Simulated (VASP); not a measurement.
Input:

```
CELL_PARAMETERS angstrom
      1.46728    -2.54140     0.00000
      1.46728     2.54140     0.00000
      0.00000     0.00000     4.64952
ATOMIC_POSITIONS crystal
  Ti 0.33333 0.66667 0.25000
  Ti 0.66667 0.33333 0.75000
```

These are PBE GGA, VASP's PBE PAW potentials (set 64) (plane waves; VASP) values and carry that method's errors. Run with 500 eV cut-off, 14×14×8 Γ-centred mesh, first-order Methfessel-Paxton smearing of 0.10 eV, potentials Ti_sv.

Energy and stress use the plane-wave basis of the starting cell.

The ions, cell shape and volume at an external pressure of 5.0 GPa are relaxed. Predict the relaxed structure.

```
CELL_PARAMETERS angstrom
      1.44759    -2.50730     0.00000
      1.44759     2.50730     0.00000
      0.00000     0.00000     4.58545
ATOMIC_POSITIONS crystal
  Ti 0.33333 0.66667 0.25000
  Ti 0.66667 0.33333 0.75000
```
Space group P6_3/mmc (194), at a tolerance of 0.03 Å.

How do energy and volume change from the first to the last step?

The energy (σ→0) changes by +10.5 meV/atom and the volume by -4.0 %, in 3 ionic steps.

The compound is Ti in the hcp structure. This run relaxes it under an external pressure of 5 GPa. Symmetry was kept, so distortions that lower it aren't found.
